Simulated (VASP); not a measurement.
# TePt with r2SCAN + rVV10: from relaxation to properties, part 6 of 7

Aim: relax TePt with r2SCAN + rVV10, compute its properties on that cell and hold them against experiment. The start is a cell from a database of measured crystal structures.

VASP 6.6.1; r2SCAN with rVV10; plane waves and PAW (Te, Pt).

Still holding for the runs below: The k-mesh is coarse for a metal.

So far. Step 5 (Bands along the symmetry lines (r2SCAN + rVV10)): There is no gap at this level. Step 6 (Total and projected DOS (r2SCAN + rVV10)): The finer mesh and the other smearing move the Fermi level by -0.03 eV from the 6×6×6 run, a small shift, which tests the Fermi level alone. Of the states within 0.3 eV of the Fermi level, the largest shares in the PAW spheres are Te p 30 %, Pt d 28 % and Pt p 12 %. The rest lies in smaller channels or between the spheres.

The database entry behind the starting cell differs from later determinations by our own check (c about 0.8 % long), so it need not match the best structure at ambient conditions.

### 8. Volume scan with r2SCAN + rVV10

An equation of state needs energies on both sides of the minimum, all on one mesh and cutoff.

INCAR

```
SYSTEM = TePt
PREC = Accurate
ENCUT = 400
EDIFF = 1E-06
NELM = 100
ISMEAR = 0
SIGMA = 0.05
LREAL = .FALSE.
ALGO = Normal
METAGGA = R2SCAN
LUSE_VDW = .TRUE.
IVDW_NL = 2
BPARAM = 11.95
CPARAM = 0.0093
LASPH = .TRUE.
NBANDS = 22
LORBIT = 11
LWAVE = .FALSE.
LCHARG = .FALSE.
KPAR = 4
ISIF = 2
```

POSCAR

```
TePt
1.0
   -3.8919826165      0.0000000000      0.0000000000
    1.9459913082     -3.3705558169      0.0000000000
    1.9459913082      1.1235186057      6.6158984535
Te Pt
2 2
Direct
    0.1943745804      0.0971872902      0.2915618707
    0.8056254196      0.9028127098      0.7084381293
    0.7394207909      0.3697103955      0.1091311864
    0.2605792091      0.6302896045      0.8908688136
```

KPOINTS

```
Automatic mesh
0
Gamma
6 6 6
0 0 0
```

Potentials, in the order of the species: Te and Pt (PBE family, release 64).

Launch:

```
> mpirun -np 4 vasp_std
```

Log:

```text
[... set-up lines as in an earlier step ...]
 entering main loop
       N       E                     dE             d eps       ncg     rms          rms(c)
Total rVV10 correction in eV:      0.6642527    43.2549020
Total rVV10 correction in eV:      0.6642527    43.2549020
Total rVV10 correction in eV:      0.6642527    43.2549020
Total rVV10 correction in eV:      0.6642527    43.2549020
DAV:   1     0.828065783238E+01    0.82807E+01   -0.12673E+04  1408   0.108E+03
DAV:   2    -0.156552028929E+03   -0.16483E+03   -0.15400E+03  1714   0.227E+02
DAV:   3    -0.162768853707E+03   -0.62168E+01   -0.61182E+01  1698   0.440E+01
DAV:   4    -0.162848486694E+03   -0.79633E-01   -0.79569E-01  1654   0.557E+00
DAV:   5    -0.162850053707E+03   -0.15670E-02   -0.15668E-02  1726   0.760E-01    0.180E+01
Total rVV10 correction in eV:      0.6433428    43.2549018
Total rVV10 correction in eV:      0.6433428    43.2549018
Total rVV10 correction in eV:      0.6433428    43.2549018
Total rVV10 correction in eV:      0.6433428    43.2549018
DAV:   6    -0.154669920137E+03    0.81801E+01   -0.48862E+00  1618   0.181E+01    0.108E+01
Total rVV10 correction in eV:      0.6468452    43.2549018
Total rVV10 correction in eV:      0.6468452    43.2549018
Total rVV10 correction in eV:      0.6468452    43.2549018
Total rVV10 correction in eV:      0.6468452    43.2549018
DAV:   7    -0.154571934104E+03    0.97986E-01   -0.79007E-01  1486   0.881E+00    0.449E+00
Total rVV10 correction in eV:      0.6451110    43.2549018
Total rVV10 correction in eV:      0.6451110    43.2549018
Total rVV10 correction in eV:      0.6451110    43.2549018
Total rVV10 correction in eV:      0.6451110    43.2549018
DAV:   8    -0.154551103815E+03    0.20830E-01   -0.10531E-01  1594   0.268E+00    0.127E+00
Total rVV10 correction in eV:      0.6448079    43.2549018
Total rVV10 correction in eV:      0.6448079    43.2549018
Total rVV10 correction in eV:      0.6448079    43.2549018
Total rVV10 correction in eV:      0.6448079    43.2549018
DAV:   9    -0.154543914191E+03    0.71896E-02   -0.37596E-02  1562   0.168E+00    0.302E-01
Total rVV10 correction in eV:      0.6451011    43.2549018
Total rVV10 correction in eV:      0.6451011    43.2549018
Total rVV10 correction in eV:      0.6451011    43.2549018
Total rVV10 correction in eV:      0.6451011    43.2549018
DAV:  10    -0.154544863274E+03   -0.94908E-03   -0.44924E-03  1660   0.371E-01    0.349E-01
Total rVV10 correction in eV:      0.6450493    43.2549018
Total rVV10 correction in eV:      0.6450493    43.2549018
Total rVV10 correction in eV:      0.6450493    43.2549018
Total rVV10 correction in eV:      0.6450493    43.2549018
DAV:  11    -0.154544924035E+03   -0.60761E-04   -0.11167E-04  1648   0.739E-02    0.127E-01
Total rVV10 correction in eV:      0.6451691    43.2549018
Total rVV10 correction in eV:      0.6451691    43.2549018
Total rVV10 correction in eV:      0.6451691    43.2549018
Total rVV10 correction in eV:      0.6451691    43.2549018
DAV:  12    -0.154544815610E+03    0.10843E-03   -0.32765E-04  1534   0.156E-01    0.778E-02
Total rVV10 correction in eV:      0.6452211    43.2549018
Total rVV10 correction in eV:      0.6452211    43.2549018
Total rVV10 correction in eV:      0.6452211    43.2549018
Total rVV10 correction in eV:      0.6452211    43.2549018
DAV:  13    -0.154544824749E+03   -0.91390E-05   -0.26901E-05  1600   0.350E-02    0.496E-02
Total rVV10 correction in eV:      0.6452504    43.2549018
Total rVV10 correction in eV:      0.6452504    43.2549018
Total rVV10 correction in eV:      0.6452504    43.2549018
Total rVV10 correction in eV:      0.6452504    43.2549018
DAV:  14    -0.154544825670E+03   -0.92113E-06   -0.17934E-06  1244   0.731E-03
Total rVV10 correction in eV:      0.6453019    43.2549018
Total rVV10 correction in eV:      0.6453019    43.2549018
Total rVV10 correction in eV:      0.6453019    43.2549018
Total rVV10 correction in eV:      0.6453019    43.2549018
Total rVV10 correction in eV:      0.6452818    43.2549018
Total rVV10 correction in eV:      0.6452818    43.2549018
Total rVV10 correction in eV:      0.6452818    43.2549018
Total rVV10 correction in eV:      0.6452818    43.2549018
   1 F= -.15454483E+03 E0= -.15454246E+03  d E =-.472625E-02
```

It took 86 s on 4 MPI ranks of Intel Xeon Platinum 8375C at 2.90GHz (Ice Lake), shared host; peak memory 1.4 GiB; 5.6 min of CPU time.

From OUTCAR (step 8):

```text
   ENCUT  =  400.0 eV  29.40 Ry    5.42 a.u.   6.35  6.35 11.39*2*pi/ulx,y,z

   NELECT =      32.0000    total number of electrons

 E-fermi :   8.9651

 k-point     1 :       0.0000    0.0000    0.0000
  band No.  band energies     occupation
    ...
      9       5.5577      2.00000
     10       5.5577      2.00000
     11       6.6666      2.00000
     12       6.6666      2.00000
     13       7.0037      2.00000
     14       9.7765      0.00000
     15       9.7765      0.00000
     16       9.9717      0.00000
     17      10.5751      0.00000
     18      12.1994      0.00000
    ...

  Total        5.5594909      5.5594909      4.1311094      0.0000000      0.0000000     -0.0000000
  in kB      102.6323702    102.6323702     76.2633768      0.0000000      0.0000000     -0.0000000
  external PRESSURE =      93.8427057 kB  Pullay stress =       0.0000000 kB

 POSITION                                       TOTAL-FORCE (eV/Angst)
 -----------------------------------------------------------------------------------
      0.00000      0.00000      1.92894        -0.000000      0.000000      0.824450
     -0.00000     -2.24704      4.68695         0.000000     -0.000000     -0.824450
     -1.94599     -1.12352      0.72200        -0.000000      0.000000      0.025867
      1.94599     -1.12352      5.89390         0.000000     -0.000000     -0.025867
 -----------------------------------------------------------------------------------
    total drift:                               -0.000000      0.000000     -0.000000

  FREE ENERGIE OF THE ION-ELECTRON SYSTEM (eV)
  ---------------------------------------------------
  free  energy   TOTEN  =      -154.5448256701 eV

  energy  without entropy=     -154.5400994160  energy(sigma->0) =     -154.54246254

[... 3 parts as in an earlier step ...]

[... 13 further parts left out ...]
```

The scan keeps the cell's shape and the fractional positions fixed.

Numbers from this step:

| Property | Result |
| --- | --- |
| bands | 22 |
| irreducible k points | 32 |
| free energy (TOTEN) | -154.5448 eV |
| energy at zero smearing | -154.5425 eV |
| Fermi energy | 8.965 eV |
| pressure | 9.384 GPa |

Force by atom:

```csv
atom,x (eV/Å),y (eV/Å),z (eV/Å),size
Te1,0.000,0.000,0.824,0.824
Te2,0.000,0.000,-0.824,0.824
Pt3,0.000,0.000,0.026,0.026
Pt4,0.000,0.000,-0.026,0.026
```

The pressure here is 9.38 GPa.

### 9. Volume scan with r2SCAN + rVV10 (run 2)

INCAR is that of step 8.

POSCAR

```
TePt
1.0
   -3.9193918478      0.0000000000      0.0000000000
    1.9596959239     -3.3942929075      0.0000000000
    1.9596959239      1.1314309692      6.6624908228
Te Pt
2 2
Direct
    0.1943745804      0.0971872902      0.2915618707
    0.8056254196      0.9028127098      0.7084381293
    0.7394207909      0.3697103955      0.1091311864
    0.2605792091      0.6302896045      0.8908688136
```

KPOINTS is that of step 8.

Launch:

```
> mpirun -np 4 vasp_std
```

Log:

```text
[... set-up lines as in an earlier step ...]
 entering main loop
       N       E                     dE             d eps       ncg     rms          rms(c)
Total rVV10 correction in eV:      0.6774712    43.2549020
Total rVV10 correction in eV:      0.6774712    43.2549020
Total rVV10 correction in eV:      0.6774712    43.2549020
Total rVV10 correction in eV:      0.6774712    43.2549020
DAV:   1     0.709965524653E+01    0.70997E+01   -0.12610E+04  1408   0.108E+03
DAV:   2    -0.156531912994E+03   -0.16363E+03   -0.15332E+03  1722   0.222E+02
DAV:   3    -0.162950140016E+03   -0.64182E+01   -0.63083E+01  1698   0.444E+01
DAV:   4    -0.163030273896E+03   -0.80134E-01   -0.80105E-01  1676   0.562E+00
DAV:   5    -0.163031863380E+03   -0.15895E-02   -0.15893E-02  1684   0.759E-01    0.172E+01
Total rVV10 correction in eV:      0.6558408    43.2549015
Total rVV10 correction in eV:      0.6558408    43.2549015
Total rVV10 correction in eV:      0.6558408    43.2549015
Total rVV10 correction in eV:      0.6558408    43.2549015
DAV:   6    -0.154760423732E+03    0.82714E+01   -0.50770E+00  1600   0.183E+01    0.103E+01
Total rVV10 correction in eV:      0.6592207    43.2549015
Total rVV10 correction in eV:      0.6592207    43.2549015
Total rVV10 correction in eV:      0.6592207    43.2549015
Total rVV10 correction in eV:      0.6592207    43.2549015
DAV:   7    -0.154653295011E+03    0.10713E+00   -0.77549E-01  1462   0.871E+00    0.442E+00
Total rVV10 correction in eV:      0.6574778    43.2549015
Total rVV10 correction in eV:      0.6574778    43.2549015
Total rVV10 correction in eV:      0.6574778    43.2549015
Total rVV10 correction in eV:      0.6574778    43.2549015
DAV:   8    -0.154639425345E+03    0.13870E-01   -0.10423E-01  1570   0.255E+00    0.127E+00
Total rVV10 correction in eV:      0.6571916    43.2549015
Total rVV10 correction in eV:      0.6571916    43.2549015
Total rVV10 correction in eV:      0.6571916    43.2549015
Total rVV10 correction in eV:      0.6571916    43.2549015
DAV:   9    -0.154632032643E+03    0.73927E-02   -0.35793E-02  1552   0.165E+00    0.290E-01
Total rVV10 correction in eV:      0.6575316    43.2549015
Total rVV10 correction in eV:      0.6575316    43.2549015
Total rVV10 correction in eV:      0.6575316    43.2549015
Total rVV10 correction in eV:      0.6575316    43.2549015
DAV:  10    -0.154632987928E+03   -0.95529E-03   -0.46084E-03  1654   0.375E-01    0.324E-01
Total rVV10 correction in eV:      0.6575189    43.2549015
Total rVV10 correction in eV:      0.6575189    43.2549015
Total rVV10 correction in eV:      0.6575189    43.2549015
Total rVV10 correction in eV:      0.6575189    43.2549015
DAV:  11    -0.154633066723E+03   -0.78795E-04   -0.11846E-04  1654   0.796E-02    0.119E-01
Total rVV10 correction in eV:      0.6576404    43.2549015
Total rVV10 correction in eV:      0.6576404    43.2549015
Total rVV10 correction in eV:      0.6576404    43.2549015
Total rVV10 correction in eV:      0.6576404    43.2549015
DAV:  12    -0.154632959436E+03    0.10729E-03   -0.28981E-04  1522   0.150E-01    0.549E-02
Total rVV10 correction in eV:      0.6576866    43.2549015
Total rVV10 correction in eV:      0.6576866    43.2549015
Total rVV10 correction in eV:      0.6576866    43.2549015
Total rVV10 correction in eV:      0.6576866    43.2549015
DAV:  13    -0.154632967585E+03   -0.81483E-05   -0.24502E-05  1600   0.314E-02    0.371E-02
Total rVV10 correction in eV:      0.6577148    43.2549015
Total rVV10 correction in eV:      0.6577148    43.2549015
Total rVV10 correction in eV:      0.6577148    43.2549015
Total rVV10 correction in eV:      0.6577148    43.2549015
DAV:  14    -0.154632968747E+03   -0.11621E-05   -0.14728E-06  1140   0.656E-03    0.940E-03
Total rVV10 correction in eV:      0.6577383    43.2549015
Total rVV10 correction in eV:      0.6577383    43.2549015
Total rVV10 correction in eV:      0.6577383    43.2549015
Total rVV10 correction in eV:      0.6577383    43.2549015
DAV:  15    -0.154632968666E+03    0.80917E-07   -0.69662E-07   812   0.528E-03
Total rVV10 correction in eV:      0.6577330    43.2549015
Total rVV10 correction in eV:      0.6577330    43.2549015
Total rVV10 correction in eV:      0.6577330    43.2549015
Total rVV10 correction in eV:      0.6577330    43.2549015
Total rVV10 correction in eV:      0.6577346    43.2549015
Total rVV10 correction in eV:      0.6577346    43.2549015
Total rVV10 correction in eV:      0.6577346    43.2549015
Total rVV10 correction in eV:      0.6577346    43.2549015
   1 F= -.15463297E+03 E0= -.15463060E+03  d E =-.472804E-02
```

Elapsed: 88 s, on 4 MPI ranks; peak memory 1.4 GiB.

From OUTCAR (step 9):

```text
   ENCUT  =  400.0 eV  29.40 Ry    5.42 a.u.   6.39  6.39 11.47*2*pi/ulx,y,z

   NELECT =      32.0000    total number of electrons

 E-fermi :   8.6356

 k-point     1 :       0.0000    0.0000    0.0000
  band No.  band energies     occupation
    ...
      9       5.3176      2.00000
     10       5.3176      2.00000
     11       6.4069      2.00000
     12       6.4069      2.00000
     13       6.7236      2.00000
     14       9.4211      0.00000
     15       9.4211      0.00000
     16       9.5646      0.00000
     17      10.1829      0.00000
     18      11.7682      0.00000
    ...

  Total        3.5499068      3.5499068      2.6296735      0.0000000      0.0000000      0.0000000
  in kB       64.1686515     64.1686515     47.5343757      0.0000000      0.0000000      0.0000000
  external PRESSURE =      58.6238929 kB  Pullay stress =       0.0000000 kB

 POSITION                                       TOTAL-FORCE (eV/Angst)
 -----------------------------------------------------------------------------------
      0.00000      0.00000      1.94253        -0.000000      0.000000      0.524715
     -0.00000     -2.26286      4.71996         0.000000     -0.000000     -0.524715
     -1.95970     -1.13143      0.72709         0.000000      0.000000      0.011091
      1.95970     -1.13143      5.93541         0.000000     -0.000000     -0.011091
 -----------------------------------------------------------------------------------
    total drift:                               -0.000000      0.000000     -0.000000

  FREE ENERGIE OF THE ION-ELECTRON SYSTEM (eV)
  ---------------------------------------------------
  free  energy   TOTEN  =      -154.6329686658 eV

  energy  without entropy=     -154.6282406268  energy(sigma->0) =     -154.63060465

[... 3 parts as in an earlier step ...]

[... 13 further parts left out ...]
```

Numbers from this step:

| Item | Value |
| --- | --- |
| electronic steps | 15 |
| free energy (TOTEN) | -154.6330 eV |
| energy at zero smearing | -154.6306 eV |
| Fermi energy | 8.636 eV |
| pressure | 5.862 GPa |

Force by atom:

```csv
atom,x (eV/Å),y (eV/Å),z (eV/Å),size
Te1,0.000,0.000,0.525,0.525
Te2,0.000,0.000,-0.525,0.525
Pt3,0.000,0.000,0.011,0.011
Pt4,0.000,0.000,-0.011,0.011
```

The pressure falls from 9.38 to 5.86 GPa.

The run ends at a pressure of 5.86 GPa, with forces up to 0.52 eV/Å.

### 10. Volume scan with r2SCAN + rVV10 (run 3)

INCAR is that of step 9.

POSCAR

```
TePt
1.0
   -3.9464229906      0.0000000000      0.0000000000
    1.9732114953     -3.4177025639      0.0000000000
    1.9732114953      1.1392341880      6.7084404874
Te Pt
2 2
Direct
    0.1943745804      0.0971872902      0.2915618707
    0.8056254196      0.9028127098      0.7084381293
    0.7394207909      0.3697103955      0.1091311864
    0.2605792091      0.6302896045      0.8908688136
```

KPOINTS is that of step 9.

Launch:

```
> mpirun -np 4 vasp_std
```

Log:

```text
[... set-up lines as in an earlier step ...]
 entering main loop
       N       E                     dE             d eps       ncg     rms          rms(c)
Total rVV10 correction in eV:      0.6905098    43.2549020
Total rVV10 correction in eV:      0.6905098    43.2549020
Total rVV10 correction in eV:      0.6905098    43.2549020
Total rVV10 correction in eV:      0.6905098    43.2549020
DAV:   1     0.565512964674E+01    0.56551E+01   -0.12571E+04  1408   0.108E+03
DAV:   2    -0.156942118340E+03   -0.16260E+03   -0.15225E+03  1750   0.220E+02
DAV:   3    -0.163089018694E+03   -0.61469E+01   -0.60196E+01  1712   0.432E+01
DAV:   4    -0.163170961216E+03   -0.81943E-01   -0.81859E-01  1718   0.552E+00
DAV:   5    -0.163172405708E+03   -0.14445E-02   -0.14444E-02  1720   0.705E-01    0.164E+01
Total rVV10 correction in eV:      0.6681762    43.2549016
Total rVV10 correction in eV:      0.6681762    43.2549016
Total rVV10 correction in eV:      0.6681762    43.2549016
Total rVV10 correction in eV:      0.6681762    43.2549016
[...]
Total rVV10 correction in eV:      0.6699852    43.2549016
DAV:  13    -0.154683085593E+03   -0.67853E-05   -0.22202E-05  1618   0.280E-02    0.275E-02
Total rVV10 correction in eV:      0.6700096    43.2549016
Total rVV10 correction in eV:      0.6700096    43.2549016
Total rVV10 correction in eV:      0.6700096    43.2549016
Total rVV10 correction in eV:      0.6700096    43.2549016
DAV:  14    -0.154683086805E+03   -0.12118E-05   -0.10393E-06  1112   0.558E-03    0.581E-03
Total rVV10 correction in eV:      0.6700284    43.2549016
Total rVV10 correction in eV:      0.6700284    43.2549016
Total rVV10 correction in eV:      0.6700284    43.2549016
Total rVV10 correction in eV:      0.6700284    43.2549016
DAV:  15    -0.154683086517E+03    0.28752E-06   -0.43689E-07   800   0.436E-03
Total rVV10 correction in eV:      0.6700232    43.2549016
Total rVV10 correction in eV:      0.6700232    43.2549016
Total rVV10 correction in eV:      0.6700232    43.2549016
Total rVV10 correction in eV:      0.6700232    43.2549016
Total rVV10 correction in eV:      0.6700243    43.2549016
Total rVV10 correction in eV:      0.6700243    43.2549016
Total rVV10 correction in eV:      0.6700243    43.2549016
Total rVV10 correction in eV:      0.6700243    43.2549016
   1 F= -.15468309E+03 E0= -.15468066E+03  d E =-.484408E-02
```

It took 91 s on 4 MPI ranks; peak memory 1.4 GiB; 6 min of CPU time.

OUTCAR, selected parts (step 10):

```text
  Total        1.7079062      1.7079062      1.2643144      0.0000000      0.0000000      0.0000000
  in kB       30.2423214     30.2423214     22.3875317      0.0000000      0.0000000      0.0000000
  external PRESSURE =      27.6240582 kB  Pullay stress =       0.0000000 kB

 POSITION                                       TOTAL-FORCE (eV/Angst)
 -----------------------------------------------------------------------------------
      0.00000      0.00000      1.95593         0.000000      0.000000      0.249893
     -0.00000     -2.27847      4.75252        -0.000000     -0.000000     -0.249893
     -1.97321     -1.13923      0.73210        -0.000000      0.000000      0.003817
      1.97321     -1.13923      5.97634        -0.000000     -0.000000     -0.003817
 -----------------------------------------------------------------------------------
    total drift:                               -0.000000      0.000000     -0.000000

  FREE ENERGIE OF THE ION-ELECTRON SYSTEM (eV)
  ---------------------------------------------------
  free  energy   TOTEN  =      -154.6830865171 eV

  energy  without entropy=     -154.6782424374  energy(sigma->0) =     -154.68066448

[... 1 part as in an earlier step ...]

[... 2 further parts left out ...]
[key lines of the parts left out:]
E-fermi :   8.3199
```

The pressure falls from 5.86 to 2.76 GPa.

The run ends at a pressure of 2.76 GPa, with forces up to 0.25 eV/Å.

[end of part 6 of 7]

[Lines on the potential files, build, host, timing and source positions are cut from VASP's logs without a mark.]

[Logs are printed without paths, hosts, clocks, repeated set-up lines and the standing remarks that a program may print on its own settings, such as how far it seeks lower states.]

[Hosts, paths, dates, database ids (printed as entryN), source tags and the programs' standing remarks are cut or masked in the printed files.]

[A measured line is paired with the nearest computed mode of its activity, which favours agreement.]
